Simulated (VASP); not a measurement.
Here is the system:

```xyz
2
Lattice="2.4686 0.0000 0.0000 -1.2343 2.1379 0.0000 0.0000 0.0000 15.9405" Properties=species:S:1:pos:R:3 pbc="T T T"
C     -1.2343     2.1379     7.9703
C      1.2343     0.7126     7.9703
```

These are HSE06 screened hybrid, VASP's PBE PAW potentials (set 64) (plane waves; VASP) values and carry that method's errors. Run with 500 eV cut-off, 10×10×1 Γ-centred mesh, Gaussian smearing of 0.050 eV, potentials C.

The cell holds a wide vacuum, so values per volume refer to the whole cell.

**Question.** What does the run give for the energy per atom (σ→0), band gap (over mesh and band path) with the smallest direct gap where there is one?

**Answer.** 
- band gap (over mesh and band path): none (metal, semimetal or under 0.01 eV)
- energy per atom (σ→0): -10604 meV/atom

The cell is a sheet with vacuum, built from a generated structure. The cell's shape comes from a PBE relaxation.
